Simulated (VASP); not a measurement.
These are vdW-DF2, VASP's PBE PAW potentials (set 64) (plane waves; VASP) values and carry that method's errors.

The input files of a VASP run:

### INCAR
```
SYSTEM=As
PREC=Accurate; ENCUT=520; LREAL=.False.
LASPH=.True.
EDIFF=1E-7; NELM=100; ALGO=Normal
LMAXMIX=4
ISMEAR=1; SIGMA=0.1
GGA=ML; LUSE_VDW=.True.; AGGAC=0.0
ZAB_VDW=-1.8867
IBRION=2; NSW=30; ISIF=4
EDIFFG=-0.01
LWAVE=.False.; LCHARG=.False.
```

**POSCAR**
```
As
1
    4.3773239183    -1.8862217569     0.2113571834
    4.3773239183     1.8862217569     0.2113571834
    3.4138056707     0.0000000000     3.3330762457
As
2
Direct
  0.2189892148   0.2189892148   0.2189892148
  0.7810107852   0.7810107852   0.7810107852
```

KPOINTS:
```
Regular mesh
0
Gamma
  11 11 11
```

POTCAR, in this order: As (PBE.64 set). Program: vasp_std.

Output of the run:

### OSZICAR
```
       N       E                     dE             d eps       ncg     rms          rms(c)
DAV:   1     0.373690345693E+02    0.37369E+02   -0.41877E+03  2628   0.900E+02
DAV:   2    -0.396148670095E+01   -0.41331E+02   -0.40157E+02  4157   0.122E+02
DAV:   3    -0.545797216378E+01   -0.14965E+01   -0.14944E+01  3023   0.290E+01
DAV:   4    -0.546768388149E+01   -0.97117E-02   -0.97084E-02  3249   0.260E+00
DAV:   5    -0.546772151101E+01   -0.37630E-04   -0.37628E-04  2891   0.149E-01    0.284E+00
DAV:   6    -0.541950119702E+01    0.48220E-01   -0.67570E-02  2720   0.182E+00    0.171E+00
DAV:   7    -0.540922686722E+01    0.10274E-01   -0.11482E-01  2724   0.242E+00    0.195E-01
DAV:   8    -0.540959860351E+01   -0.37174E-03   -0.33895E-03  2738   0.544E-01    0.698E-02
DAV:   9    -0.540971389204E+01   -0.11529E-03   -0.19385E-04  3185   0.158E-01    0.369E-02
DAV:  10    -0.540972803938E+01   -0.14147E-04   -0.18361E-05  2855   0.539E-02    0.849E-03
DAV:  11    -0.540972840322E+01   -0.36384E-06   -0.22548E-06  2732   0.198E-02    0.151E-03
DAV:  12    -0.540972848008E+01   -0.76864E-07   -0.24694E-07  2744   0.595E-03
   1 F= -.54097285E+01 E0= -.54097766E+01  d E =-.540973E+01
       N       E                     dE             d eps       ncg     rms          rms(c)
DAV:   1    -0.541962244040E+01   -0.98940E-02   -0.60202E-01  2672   0.479E+00    0.183E-01
DAV:   2    -0.542110454629E+01   -0.14821E-02   -0.18641E-02  2820   0.996E-01    0.822E-02
DAV:   3    -0.542107622120E+01    0.28325E-04   -0.21839E-04  3038   0.110E-01    0.420E-02
DAV:   4    -0.542108829046E+01   -0.12069E-04   -0.99272E-05  2741   0.754E-02    0.101E-02
DAV:   5    -0.542109086423E+01   -0.25738E-05   -0.76614E-06  2737   0.258E-02    0.150E-03
DAV:   6    -0.542109117386E+01   -0.30963E-06   -0.43669E-07  2898   0.585E-03    0.757E-04
DAV:   7    -0.542109127758E+01   -0.10373E-06   -0.35374E-08  1374   0.200E-03    0.291E-04
DAV:   8    -0.542109131477E+01   -0.37184E-07   -0.13370E-08  1344   0.145E-03
   2 F= -.54210913E+01 E0= -.54210706E+01  d E =-.113628E-01
       N       E                     dE             d eps       ncg     rms          rms(c)
DAV:   1    -0.542142111846E+01   -0.32984E-03   -0.34500E-02  2667   0.114E+00    0.433E-02
DAV:   2    -0.542150506502E+01   -0.83947E-04   -0.10637E-03  2837   0.239E-01    0.191E-02
DAV:   3    -0.542150215552E+01    0.29095E-05   -0.11799E-05  3006   0.259E-02    0.984E-03
DAV:   4    -0.542150165131E+01    0.50421E-06   -0.55944E-06  2736   0.180E-02    0.235E-03
DAV:   5    -0.542150178175E+01   -0.13044E-06   -0.42051E-07  2728   0.610E-03    0.360E-04
DAV:   6    -0.542150184552E+01   -0.63767E-07   -0.25031E-08  1364   0.143E-03
   3 F= -.54215018E+01 E0= -.54214691E+01  d E =-.117734E-01
       N       E                     dE             d eps       ncg     rms          rms(c)
DAV:   1    -0.542791641786E+01   -0.64146E-02   -0.23376E-01  2667   0.278E+00    0.221E-01
DAV:   2    -0.542645703619E+01    0.14594E-02   -0.91900E-03  2740   0.654E-01    0.115E-01
DAV:   3    -0.542581302738E+01    0.64401E-03   -0.30483E-03  3107   0.336E-01    0.384E-02
DAV:   4    -0.542582426575E+01   -0.11238E-04   -0.18972E-04  2763   0.117E-01    0.156E-02
DAV:   5    -0.542582359485E+01    0.67089E-06   -0.24862E-05  2772   0.435E-02    0.227E-03
DAV:   6    -0.542582395234E+01   -0.35748E-06   -0.14552E-06  2808   0.102E-02    0.124E-03
DAV:   7    -0.542582425058E+01   -0.29824E-06   -0.44540E-07  2662   0.765E-03    0.251E-04
DAV:   8    -0.542582423573E+01    0.14851E-07   -0.57418E-09  1359   0.616E-04
   4 F= -.54258242E+01 E0= -.54257706E+01  d E =-.432239E-02
       N       E                     dE             d eps       ncg     rms          rms(c)
DAV:   1    -0.544458764215E+01   -0.18763E-01   -0.16946E+00  2664   0.753E+00    0.591E-01
DAV:   2    -0.543514805558E+01    0.94396E-02   -0.65942E-02  2722   0.175E+00    0.310E-01
DAV:   3    -0.543085880286E+01    0.42893E-02   -0.20688E-02  3154   0.883E-01    0.993E-02
DAV:   4    -0.543093946375E+01   -0.80661E-04   -0.13420E-03  2756   0.313E-01    0.425E-02
DAV:   5    -0.543093212641E+01    0.73373E-05   -0.18203E-04  2790   0.118E-01    0.619E-03
DAV:   6    -0.543093489839E+01   -0.27720E-05   -0.10648E-05  2801   0.281E-02    0.336E-03
DAV:   7    -0.543093676086E+01   -0.18625E-05   -0.32897E-06  2657   0.211E-02    0.655E-04
DAV:   8    -0.543093670941E+01    0.51454E-07   -0.44957E-08  1556   0.167E-03
   5 F= -.54309367E+01 E0= -.54309474E+01  d E =-.943486E-02
       N       E                     dE             d eps       ncg     rms          rms(c)
DAV:   1    -0.543096240692E+01   -0.25646E-04   -0.24353E-03  2661   0.286E-01    0.227E-02
DAV:   2    -0.543094884297E+01    0.13564E-04   -0.93078E-05  2713   0.659E-02    0.118E-02
DAV:   3    -0.543094260152E+01    0.62414E-05   -0.28770E-05  3176   0.328E-02    0.379E-03
DAV:   4    -0.543094277764E+01   -0.17612E-06   -0.18126E-06  2752   0.117E-02    0.159E-03
DAV:   5    -0.543094286336E+01   -0.85719E-07   -0.27923E-07  2672   0.467E-03
   6 F= -.54309429E+01 E0= -.54309543E+01  d E =-.944102E-02
       N       E                     dE             d eps       ncg     rms          rms(c)
DAV:   1    -0.543094838753E+01   -0.56099E-05   -0.41741E-03  2646   0.395E-01    0.145E-02
DAV:   2    -0.543095827098E+01   -0.98835E-05   -0.13319E-04  2814   0.845E-02    0.749E-03
DAV:   3    -0.543095728049E+01    0.99050E-06   -0.22151E-06  2969   0.106E-02    0.359E-03
DAV:   4    -0.543095698266E+01    0.29783E-06   -0.92953E-07  2842   0.734E-03    0.936E-04
DAV:   5    -0.543095702443E+01   -0.41767E-07   -0.91843E-08  1384   0.276E-03
   7 F= -.54309570E+01 E0= -.54309718E+01  d E =-.141611E-04
```

File OUTCAR:
```
------------------------ aborting loop because EDIFF is reached ----------------------------------------
  FORCE on cell =-STRESS in cart. coord.  units (eV):
  Direction    XX          YY          ZZ          XY          YZ          ZX
  --------------------------------------------------------------------------------------
  Total        0.3941137      0.3966804      0.3964358      0.0000000      0.0000000     -0.0007923
  in kB       12.0693060     12.1479079     12.1404187      0.0000000      0.0000000     -0.0242618
  external PRESSURE =      12.1192108 kB  Pullay stress =       0.0000000 kB
  volume of cell :       52.32
      direct lattice vectors                 reciprocal lattice vectors
     4.205938976 -1.929197976  0.132491870     0.122620385 -0.259175059 -0.118753369
     4.205938976  1.929197976  0.132491870     0.122620385  0.259175059 -0.118753369
     3.220467624 -0.000000000  3.325337056    -0.009771162  0.000000000  0.310184410
 POSITION                                       TOTAL-FORCE (eV/Angst)
 -----------------------------------------------------------------------------------
      2.58079     -0.00000      0.79656        -0.008356      0.000000     -0.002579
      9.05156     -0.00000      2.79376         0.008356     -0.000000      0.002579
 -----------------------------------------------------------------------------------
    total drift:                               -0.000000      0.000000     -0.000000
  FREE ENERGIE OF THE ION-ELECTRON SYSTEM (eV)
  ---------------------------------------------------
  free  energy   TOTEN  =        -5.4309570244 eV

  energy  without entropy=       -5.4310013868  energy(sigma->0) =       -5.43097181

 reached required accuracy - stopping structural energy minimisation
```
(Selected blocks of OUTCAR.)

### CONTCAR
```
As
   1.00000000000000
     4.2059389760503434   -1.9291979759352473    0.1324918703088564
     4.2059389760503434    1.9291979759352473    0.1324918703088564
     3.2204676239275982   -0.0000000000000000    3.3253370556467328
  As
     2
Direct
     0.2218630194968221    0.2218630194968221    0.2218630195457620
     0.7781369805031778    0.7781369805031778    0.7781369804542380
```

The compound is As in the a7 structure. This cell is one point of a volume scan, at 0.94 of the reference volume. Symmetry was kept, so distortions that lower it aren't found.
